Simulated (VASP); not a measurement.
Computed with rev-vdW-DF2, VASP's PBE PAW potentials (set 64) (plane waves; VASP).

The input files of a VASP run:

### KPOINTS
```
Automatic mesh
0
Gamma
15 15 15
0 0 0
```

File POSCAR:
```
Rh
1
    0.0000000000     1.9000000000     1.9000000000
    1.9000000000     0.0000000000     1.9000000000
    1.9000000000     1.9000000000     0.0000000000
Rh
1
Direct
  0.0000000000   0.0000000000   0.0000000000
```

### INCAR
```
AGGAC = 0.0
ALGO = Normal
EDIFF = 1E-6
EDIFFG = -0.01
ENCUT = 520
GGA = MK
IBRION = 2
ISIF = 3
ISMEAR = 1
LASPH = .TRUE.
LCHARG = .FALSE.
LMAXMIX = 4
LREAL = .FALSE.
LUSE_VDW = .TRUE.
LWAVE = .FALSE.
NELM = 100
NSW = 60
PARAM1 = 0.1234568
PARAM2 = 0.7114
PREC = Accurate
SIGMA = 0.1
SYSTEM = Rh
ZAB_VDW = -1.8867
```

POTCAR, in this order: Rh_pv (PBE.64 set). Program: vasp_std.

Output of the run:

File OUTCAR:
```
 ion  position               nearest neighbor table
   1  0.000  0.000  0.000-
  LATTYP: Found a face centered cubic cell.
 ALAT       =     3.8000000000
 Subroutine PRICEL returns:
 Original cell was already a primitive cell.
 Subroutine GETGRP returns: Found 48 space group operations
The static configuration has the point symmetry O_h .
The dynamic configuration has the point symmetry O_h .
 Subroutine INISYM returns: Found 48 space group operations
 Subroutine IBZKPT returns following result:
 Found    120 irreducible k-points:

 Following reciprocal coordinates:
            Coordinates               Weight
  0.000000  0.000000  0.000000      1.000000
  0.066667  0.000000  0.000000      8.000000
  0.133333  0.000000  0.000000      8.000000
  0.200000  0.000000  0.000000      8.000000
  0.266667  0.000000  0.000000      8.000000
  0.333333  0.000000  0.000000      8.000000
  0.400000  0.000000  0.000000      8.000000
  0.466667  0.000000  0.000000      8.000000
  0.066667  0.066667  0.000000      6.000000
  0.133333  0.066667  0.000000     24.000000
...
```

OSZICAR:
```
       N       E                     dE             d eps       ncg     rms          rms(c)
DAV:   1     0.117747075806E+03    0.11775E+03   -0.94324E+03  2659   0.147E+03
DAV:   2    -0.351244235459E+01   -0.12126E+03   -0.11603E+03  2691   0.386E+02
DAV:   3    -0.496436739913E+01   -0.14519E+01   -0.14477E+01  3045   0.485E+01
DAV:   4    -0.497339784625E+01   -0.90304E-02   -0.90295E-02  2880   0.395E+00
DAV:   5    -0.497354583421E+01   -0.14799E-03   -0.14799E-03  3038   0.465E-01    0.104E+01
DAV:   6    -0.446979265678E+01    0.50375E+00   -0.11672E+00  2754   0.161E+01    0.350E+00
DAV:   7    -0.445107493639E+01    0.18718E-01   -0.21642E-02  3027   0.190E+00    0.166E+00
DAV:   8    -0.444683448304E+01    0.42405E-02   -0.35067E-03  2769   0.961E-01    0.176E-01
DAV:   9    -0.444672657318E+01    0.10791E-03   -0.77838E-05  3114   0.143E-01    0.225E-02
DAV:  10    -0.444673284292E+01   -0.62697E-05   -0.36200E-06  2829   0.279E-02    0.194E-03
DAV:  11    -0.444673288443E+01   -0.41506E-07   -0.18058E-07  1593   0.620E-03
   1 F= -.44467329E+01 E0= -.44467255E+01  d E =-.444673E+01
       N       E                     dE             d eps       ncg     rms          rms(c)
DAV:   1    -0.453053021337E+01   -0.83797E-01   -0.12633E+00  2754   0.188E+01    0.202E+00
DAV:   2    -0.444569249062E+01    0.84838E-01   -0.21442E-01  2730   0.698E+00    0.399E-01
DAV:   3    -0.444524658112E+01    0.44591E-03   -0.20802E-03  2940   0.609E-01    0.228E-01
DAV:   4    -0.444540355459E+01   -0.15697E-03   -0.54324E-04  2787   0.312E-01    0.138E-02
DAV:   5    -0.444540776535E+01   -0.42108E-05   -0.92457E-06  3076   0.423E-02    0.915E-03
DAV:   6    -0.444540747362E+01    0.29172E-06   -0.75267E-07  2020   0.137E-02
   2 F= -.44454075E+01 E0= -.44453961E+01  d E =0.132541E-02
       N       E                     dE             d eps       ncg     rms          rms(c)
DAV:   1    -0.448888190104E+01   -0.43474E-01   -0.62097E-01  2748   0.131E+01    0.150E+00
DAV:   2    -0.444728100751E+01    0.41601E-01   -0.10192E-01  2721   0.486E+00    0.240E-01
DAV:   3    -0.444692317660E+01    0.35783E-03   -0.13283E-03  2928   0.498E-01    0.143E-01
DAV:   4    -0.444702078452E+01   -0.97608E-04   -0.30686E-04  2796   0.238E-01    0.106E-02
DAV:   5    -0.444701887506E+01    0.19095E-05   -0.58582E-06  3012   0.366E-02    0.578E-03
DAV:   6    -0.444701620587E+01    0.26692E-05   -0.47579E-07  1620   0.107E-02    0.634E-04
DAV:   7    -0.444701628324E+01   -0.77374E-07   -0.31692E-08  1374   0.286E-03
   3 F= -.44470163E+01 E0= -.44470078E+01  d E =-.283399E-03
```

### OUTCAR
```
------------------------ aborting loop because EDIFF is reached ----------------------------------------
  FORCE on cell =-STRESS in cart. coord.  units (eV):
  Direction    XX          YY          ZZ          XY          YZ          ZX
  --------------------------------------------------------------------------------------
  Total        0.0004031      0.0004031      0.0004031      0.0000000      0.0000000      0.0000000
  in kB        0.0468532      0.0468532      0.0468532      0.0000000      0.0000000      0.0000000
  external PRESSURE =       0.0468532 kB  Pullay stress =       0.0000000 kB
  volume of cell :       13.79
      direct lattice vectors                 reciprocal lattice vectors
     0.000000000  1.903115591  1.903115591    -0.262727079  0.262727079  0.262727079
     1.903115591  0.000000000  1.903115591     0.262727079 -0.262727079  0.262727079
     1.903115591  1.903115591 -0.000000000     0.262727079  0.262727079 -0.262727079
 POSITION                                       TOTAL-FORCE (eV/Angst)
 -----------------------------------------------------------------------------------
      0.00000      0.00000      0.00000        -0.000000     -0.000000     -0.000000
 -----------------------------------------------------------------------------------
    total drift:                                0.000000     -0.000000      0.000000
  FREE ENERGIE OF THE ION-ELECTRON SYSTEM (eV)
  ---------------------------------------------------
  free  energy   TOTEN  =        -4.4470162832 eV

  energy  without entropy=       -4.4469907726  energy(sigma->0) =       -4.44700778

 reached required accuracy - stopping structural energy minimisation
```
(Selected blocks of OUTCAR.)

File CONTCAR:
```
Rh
   1.00000000000000
     0.0000000000000000    1.9031155912988102    1.9031155912988102
     1.9031155912988102    0.0000000000000000    1.9031155912988102
     1.9031155912988102    1.9031155912988102   -0.0000000000000000
  Rh
     1
Direct
     0.0000000000000000    0.0000000000000000    0.0000000000000000
```

The compound is Rh in the fcc structure. This run relaxes it. Symmetry was kept, so distortions that lower it aren't found.
